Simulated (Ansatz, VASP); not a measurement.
# Mg2C3: VASP beside Ansatz

```
Mg C
1.0
     2.41550   -2.35000    0.00000
     2.41550    2.35000    0.00000
    -1.22707    0.00000    4.83328
Mg C
2 3
Direct
  0.80870 0.80870 0.20110
  0.19130 0.19130 0.79890
  0.29890 0.29890 0.26150
  0.70110 0.70110 0.73850
  0.50000 0.50000 0.50000
```

Alike in both runs: task single point; functional PBE; k mesh 6 × 6 × 4; occupations gaussian, width 0.1 eV; no spin polarisation.

|  | VASP | Ansatz |
| --- | --- | --- |
| version | VASP 6.6.1 | Ansatz 0.2.0 |
| potentials or method | VASP PAW PBE potentials, release 64 (Mg, C) | scalar-relativistic, plane waves, PAW |
| plane-wave cutoff (eV) | 520 | 420 |
| valence electrons in the cell | 16 | 32 |

Ansatz gave:

| Item | Value |
| --- | --- |
| gap on the k mesh at the Fermi level (eV) | 1.74 |
| least direct gap on the mesh (eV) | 2.42 |
| pressure (GPa) | -0.3 |
| largest component of the traceless stress (GPa) | 1.22 |
| rms of the force components (eV/Å) | 0.175 |

Task: Estimate VASP's values.

Result: gap on the k mesh at the Fermi level (eV): 1.74; least direct gap on the mesh (eV): 2.42; pressure (GPa): -0.5; largest component of the traceless stress (GPa): 0.94; rms of the force components (eV/Å): 0.156.

Atom by atom the forces differ by 0.020 eV/Å (rms over components). The two sets of potentials don't hold the same shells in valence.

A k mesh can miss the band edges. Expect the measured gap to be larger: semilocal functionals such as PBE lack the derivative discontinuity.
